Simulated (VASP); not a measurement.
```xyz
8
Lattice="4.6012 0.0000 0.0000 0.0000 4.6012 0.0000 0.0000 0.0000 4.6012" Properties=species:S:1:pos:R:3 pbc="T T T"
V      1.1503     0.0000     2.3006
V      2.3006     1.1503     0.0000
V      2.3006     3.4509     0.0000
V      3.4509     0.0000     2.3006
V      0.0000     2.3006     3.4509
V      0.0000     2.3006     1.1503
Si     2.3006     2.3006     2.3006
Si     0.0000     0.0000     0.0000
```

All values below come from LDA (Ceperley-Alder, Perdew-Zunger), VASP's LDA PAW potentials (set 64) (plane waves; VASP). Numerical set-up: 400 eV cut-off, Gaussian smearing of 0.050 eV, potentials V_sv Si.

Question: Give the energies of bands 36 to 49 at the high-symmetry points, in eV from the Fermi level.

Answer: 
```
band      Γ      X      M      R
----  -----  -----  -----  -----
36    -1.96  -1.58  -1.60  -1.28
37    -1.96  -1.03  -1.54  -1.28
38    -1.90  -1.03  -0.71  -1.28
39    -1.01  -0.91  -0.08  -0.11
40    -0.63  -0.91  -0.08  -0.11
41    -0.63  -0.74   0.15  -0.11
42    -0.63  -0.74   0.42  -0.11
43     0.00  -0.37   0.42   0.11
44     0.00  -0.37   0.44   0.11
45     2.16   1.37   0.44   0.11
46     2.16   1.37   0.48   0.11
47     2.16   1.99   0.74   0.11
48     2.92   1.99   1.08   0.11
49     2.93   2.39   1.14   2.23
```

It has no gap at this level: it comes out as a metal or semimetal.

The compound is V3Si in the A15 structure. It was relaxed first, which changed the volume by -7 %. The run is not spin-polarised, so no magnetic state was tried.
